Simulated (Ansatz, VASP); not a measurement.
**Be3SnS in VASP and in Ansatz**

```xyz
5
Lattice="4.5800 0.0000 0.0000 0.0000 4.5800 0.0000 0.0000 0.0000 4.5800" Properties=species:S:1:pos:R:3 pbc="T T T"
Sn    0.0000    0.0000    0.0000
S     2.2900    2.2900    2.2900
Be    2.2900    2.2900    0.0000
Be    2.2900    0.0000    2.2900
Be    0.0000    2.2900    2.2900
```

The cell comes from a database or a generator and needn't be the stable form of this composition.

Alike in both runs: task single point; functional LDA; k mesh 4 × 4 × 4; occupations gaussian, width 0.05 eV; no spin polarisation.

|  | VASP | Ansatz |
| --- | --- | --- |
| version | VASP 6.6.1 | Ansatz 0.2.0 |
| potentials or method | VASP PAW LDA potentials, release 64 (Sn_d, S, Be) | scalar-relativistic, plane waves, PAW |
| plane-wave cutoff (eV) | 520 | 420 |
| valence electrons in the cell | 26 | 26 |

```tsv
	VASP	Ansatz	Ansatz less VASP
gap on the k mesh at the Fermi level (eV)	none	none	-
pressure (GPa)	-14.1	-14.1	-0.02
```

A gap of «none» marks a metal or a gap that the smearing closes.
